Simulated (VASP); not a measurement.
Output of a VASP run:

File OUTCAR:
```
 ion  position               nearest neighbor table
   1  0.000  0.000  0.000-   2 2.69   2 2.69   2 2.69   2 2.69   2 2.69   2 2.69   2 2.69   2 2.69
  LATTYP: Found a simple tetragonal cell.
 ALAT       =     2.7279413155
 C/A-ratio  =     1.3772448092
 Subroutine PRICEL returns:
 Original cell was already a primitive cell.
 Subroutine GETGRP returns: Found 16 space group operations
The static configuration has the point symmetry D_4h.
The dynamic configuration has the point symmetry D_4h.
The overall configuration has the point symmetry D_4h.
 Subroutine INISYM returns: Found 16 space group operations
 Subroutine IBZKPT returns following result:
 Found    168 irreducible k-points:

 Following reciprocal coordinates:
            Coordinates               Weight
  0.000000  0.000000  0.000000      1.000000
  0.083333  0.000000  0.000000      4.000000
  0.166667  0.000000  0.000000      4.000000
  0.250000  0.000000  0.000000      4.000000
  0.333333  0.000000  0.000000      4.000000
  0.416667  0.000000  0.000000      4.000000
  0.500000  0.000000  0.000000      2.000000
  0.083333  0.083333  0.000000      4.000000
  0.166667  0.083333  0.000000      8.000000
  0.250000  0.083333  0.000000      8.000000
  0.333333  0.083333  0.000000      8.000000
  0.416667  0.083333  0.000000      8.000000
  0.500000  0.083333  0.000000      4.000000
  0.166667  0.166667  0.000000      4.000000
  0.250000  0.166667  0.000000      8.000000
  0.333333  0.166667  0.000000      8.000000
  0.416667  0.166667  0.000000      8.000000
  0.500000  0.166667  0.000000      4.000000
  0.250000  0.250000  0.000000      4.000000
  0.333333  0.250000  0.000000      8.000000
  0.416667  0.250000  0.000000      8.000000
  0.500000  0.250000  0.000000      4.000000
  0.333333  0.333333  0.000000      4.000000
  0.416667  0.333333  0.000000      8.000000
  0.500000  0.333333  0.000000      4.000000
  0.416667  0.416667  0.000000      4.000000
  0.500000  0.416667  0.000000      4.000000
  0.500000  0.500000  0.000000      1.000000
  0.000000  0.000000  0.100000      2.000000
  0.083333  0.000000  0.100000      8.000000
  0.166667  0.000000  0.100000      8.000000
  0.250000  0.000000  0.100000      8.000000
  0.333333  0.000000  0.100000      8.000000
  0.416667  0.000000  0.100000      8.000000
  0.500000  0.000000  0.100000      4.000000
  0.083333  0.083333  0.100000      8.000000
  0.166667  0.083333  0.100000     16.000000
  0.250000  0.083333  0.100000     16.000000
  0.333333  0.083333  0.100000     16.000000
  0.416667  0.083333  0.100000     16.000000
   k-points           NKPTS =    168   k-points in BZ     NKDIM =    168   number of bands    NBANDS=     15
   number of dos      NEDOS =    301   number of ions     NIONS =      2
   total plane-waves  NPLWV =  11200
   dimension x,y,z NGX =    20 NGY =   20 NGZ =   28
   dimension x,y,z NGXF=    40 NGYF=   40 NGZF=   56
   ions per type =               1   1
   PREC   = accura    normal or accurate (medium, high low for compatibility)
   ISTART =      0    job   : 0-new  1-cont  2-samecut
   ICHARG =      2    charge: 1-file 2-atom 10-const
   ISPIN  =      2    spin polarized calculation?
   LNONCOLLINEAR =      F non collinear calculations
   LSORBIT =      F    spin-orbit coupling
   INIWAV =      1    electr: 0-lowe 1-rand  2-diag
   ENCUT  =  480.0 eV  35.28 Ry    5.94 a.u.   4.87  4.87  6.71*2*pi/ulx,y,z
   NELM   =    100;   NELMIN=  2; NELMDL= -5     # of ELM steps
   EDIFF  = 0.1E-06   stopping-criterion for ELM
   LREAL  =      F    real-space projection
   NLSPLINE    = F    spline interpolate recip. space projectors
   LMAXMIX     =    6 max onsite mixed and CHGCAR
   VOSKOWN=      0    Vosko Wilk Nusair interpolation
   EDIFFG = -.1E-01   stopping-criterion for IOM
   NSW    =     40    number of steps for IOM
   NBLOCK =      1;   KBLOCK =     40    inner block; outer block
...
```

OSZICAR:
```
...
DAV:   3    -0.161643703596E+02   -0.31481E+01   -0.30521E+01 12685   0.522E+01
DAV:   4    -0.161972509996E+02   -0.32881E-01   -0.32863E-01 11681   0.462E+00
DAV:   5    -0.161981314023E+02   -0.88040E-03   -0.88038E-03 13242   0.859E-01    0.164E+01
DAV:   6    -0.175636128462E+02   -0.13655E+01   -0.14856E+01 10961   0.845E+01    0.248E+01
DAV:   7    -0.149059569952E+02    0.26577E+01   -0.96880E+00 12910   0.803E+01    0.882E+00
DAV:   8    -0.149013073259E+02    0.46497E-02   -0.47388E-01 11928   0.104E+01    0.425E+00
DAV:   9    -0.148130699062E+02    0.88237E-01   -0.12968E-01 14513   0.761E+00    0.182E+00
DAV:  10    -0.148019187796E+02    0.11151E-01   -0.43463E-02 15091   0.411E+00    0.739E-01
DAV:  11    -0.148009340412E+02    0.98474E-03   -0.36610E-03 14839   0.118E+00    0.291E-01
DAV:  12    -0.148006373830E+02    0.29666E-03   -0.41644E-04 14455   0.332E-01    0.764E-02
DAV:  13    -0.148006450993E+02   -0.77162E-05   -0.69885E-05 13616   0.179E-01    0.503E-02
DAV:  14    -0.148006392524E+02    0.58468E-05   -0.82400E-06 14968   0.683E-02    0.165E-02
DAV:  15    -0.148006401454E+02   -0.89296E-06   -0.30132E-06 14103   0.391E-02    0.473E-03
DAV:  16    -0.148006403002E+02   -0.15483E-06   -0.53657E-07 11138   0.128E-02    0.185E-03
DAV:  17    -0.148006403028E+02   -0.25470E-08   -0.45035E-08  6109   0.251E-03
   1 F= -.14451632E+02 E0= -.14451071E+02  d E =-.144516E+02  mag=     3.3007
       N       E                     dE             d eps       ncg     rms          rms(c)
DAV:   1    -0.148701835238E+02   -0.69543E-01   -0.13454E+00 10185   0.158E+01    0.219E+00
DAV:   2    -0.147919076670E+02    0.78276E-01   -0.19546E-01 11704   0.509E+00    0.132E+00
DAV:   3    -0.147936811385E+02   -0.17735E-02   -0.15186E-02 13356   0.306E+00    0.670E-01
DAV:   4    -0.147927529537E+02    0.92818E-03   -0.13955E-02 12741   0.315E+00    0.634E-01
DAV:   5    -0.147915172832E+02    0.12357E-02   -0.16520E-03 13247   0.105E+00    0.241E-01
DAV:   6    -0.147913565489E+02    0.16073E-03   -0.62445E-04 14652   0.362E-01    0.563E-02
DAV:   7    -0.147913573116E+02   -0.76277E-06   -0.57540E-05 14263   0.139E-01    0.218E-02
DAV:   8    -0.147913596532E+02   -0.23415E-05   -0.45461E-06 12630   0.281E-02    0.152E-02
DAV:   9    -0.147913602387E+02   -0.58549E-06   -0.11179E-06 11710   0.155E-02    0.284E-03
DAV:  10    -0.147913601667E+02    0.71942E-07   -0.60980E-08  6896   0.294E-03
   2 F= -.14449798E+02 E0= -.14449360E+02  d E =0.183401E-02  mag=     3.2550
       N       E                     dE             d eps       ncg     rms          rms(c)
DAV:   1    -0.148277976833E+02   -0.36437E-01   -0.49586E-01 10185   0.967E+00    0.128E+00
DAV:   2    -0.147990802325E+02    0.28717E-01   -0.70122E-02 11529   0.323E+00    0.752E-01
DAV:   3    -0.147991371852E+02   -0.56953E-04   -0.15052E-03 11892   0.594E-01    0.362E-01
DAV:   4    -0.147990347675E+02    0.10242E-03   -0.10914E-04 12068   0.143E-01    0.150E-01
DAV:   5    -0.147990250074E+02    0.97601E-05   -0.23246E-04 14080   0.289E-01    0.943E-02
DAV:   6    -0.147989714439E+02    0.53564E-04   -0.15855E-04 12593   0.334E-01    0.311E-02
DAV:   7    -0.147989747077E+02   -0.32638E-05   -0.65340E-06 12536   0.289E-02    0.125E-02
DAV:   8    -0.147989758942E+02   -0.11865E-05   -0.15877E-06 12497   0.239E-02    0.789E-03
DAV:   9    -0.147989762578E+02   -0.36362E-06   -0.40241E-07 11438   0.127E-02    0.119E-03
DAV:  10    -0.147989762734E+02   -0.15565E-07   -0.29937E-08  5362   0.316E-03
   3 F= -.14452925E+02 E0= -.14452427E+02  d E =-.129294E-02  mag=     3.2811
```

**OUTCAR**
```
------------------------ aborting loop because EDIFF is reached ----------------------------------------
  FORCE on cell =-STRESS in cart. coord.  units (eV):
  Direction    XX          YY          ZZ          XY          YZ          ZX
  --------------------------------------------------------------------------------------
  Total        0.3572221      0.3572221      0.3302531      0.0000000      0.0000000      0.0000000
  in kB       20.6456201     20.6456201     19.0869466      0.0000000      0.0000000      0.0000000
  external PRESSURE =       0.1260623 kB  Pullay stress =      20.0000000 kB
  volume of cell :       27.72
      direct lattice vectors                 reciprocal lattice vectors
     2.720612637  0.000000000  0.000000000     0.367564271  0.000000000  0.000000000
     0.000000000  2.720612637  0.000000000     0.000000000  0.367564271  0.000000000
    -0.000000000 -0.000000000  3.745308143     0.000000000  0.000000000  0.267000728
 POSITION                                       TOTAL-FORCE (eV/Angst)
 -----------------------------------------------------------------------------------
      0.00000      0.00000      0.00000         0.000000      0.000000      0.000000
      1.36031      1.36031      1.87265        -0.000000     -0.000000      0.000000
 -----------------------------------------------------------------------------------
    total drift:                               -0.000000      0.000000      0.000000
  FREE ENERGIE OF THE ION-ELECTRON SYSTEM (eV)
  ---------------------------------------------------
  free  energy   TOTEN  =       -14.7989762734 eV

  energy  without entropy=      -14.7974831308  energy(sigma->0) =      -14.79847856
  enthalpy is  TOTEN    =       -14.4529250491 eV   P V=        0.3460512242

 total charge

# of ion       s       p       d       tot
------------------------------------------
    1        0.408   0.448   6.120   6.976
    2        0.712   0.661   8.052   9.426
--------------------------------------------------
tot          1.120   1.110  14.172  16.401

 magnetization (x)

# of ion       s       p       d       tot
------------------------------------------
    1        0.005  -0.007   2.929   2.927
    2       -0.026  -0.066   0.425   0.332
--------------------------------------------------
tot         -0.021  -0.074   3.354   3.259

 reached required accuracy - stopping structural energy minimisation
```
(Selected blocks of OUTCAR.)

### POSCAR
```
FePt
1
    2.7279413155     0.0000000000     0.0000000000
    0.0000000000     2.7279413155     0.0000000000
    0.0000000000     0.0000000000     3.7570430167
Fe Pt
1 1
Direct
  0.0000000000   0.0000000000   0.0000000000
  0.5000000000   0.5000000000   0.5000000000
```

Problem. Reconstruct the remaining input files.

Solution. One answer among several that fit: the input of the run itself, PBE GGA, plane waves, VASP's PBE PAW potentials (set 64).

### INCAR
```
# general
SYSTEM =FePt
PREC   =Accurate
ENCUT  =480
LREAL  =.FALSE.
LASPH  =.TRUE.   # aspherical one-centre terms

# electronic loop
EDIFF  =1E-7   # SCF stop (eV)
NELM   =100   # most electronic steps
ALGO   =Normal
LMAXMIX=6

# smearing
ISMEAR =1   # Methfessel-Paxton
SIGMA  =0.1   # width (eV)

# functional
GGA    =PE   # PBE

# spin
ISPIN  =2   # spin-polarised
MAGMOM =2.9 0.3

# ions
IBRION =2   # conjugate gradients
NSW    =40
ISIF   =3   # ions, shape and volume
EDIFFG =-0.01   # ionic stop
PSTRESS=20

# output
LWAVE  =.FALSE.
LCHARG =.FALSE.
LORBIT =10
```

**KPOINTS**
```
Automatic mesh
0
Gamma
12 12 10
0 0 0
```

POTCAR, in this order: Fe Pt (PBE.64 set). Program: vasp_std.

The compound is FePt in the L1_0 structure. This run relaxes it under an external pressure of 2 GPa. Symmetry was kept, so distortions that lower it aren't found.
